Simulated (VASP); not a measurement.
Input:

```
CELL_PARAMETERS angstrom
      3.07783    -1.77107    -0.12016
      3.07783     1.77107    -0.12016
      2.17313     0.00000     2.81099
ATOMIC_POSITIONS crystal
  As 0.24983 0.24983 0.24983
  As 0.75017 0.75017 0.75017
```

All values below come from PBEsol GGA, VASP's PBE PAW potentials (set 64) (plane waves; VASP). Settings: 500 eV cut-off, 13×13×13 Γ-centred mesh, first-order Methfessel-Paxton smearing of 0.10 eV, potentials As.

Question: Predict the energy per atom (σ→0), pressure, band gap (on the k-mesh) with the smallest direct gap where there is one.

Answer: 
| Item | Result |
|---|---|
| band gap (on the k-mesh) | none (metal, semimetal or under 0.01 eV) |
| energy per atom (σ→0) | -4.741 eV/atom |
| pressure | 30.14 GPa |

Total energies compare only between runs with the same potentials, cut-off and functional.

The compound is As in the a7 structure. It was relaxed first under an external pressure of 30 GPa.
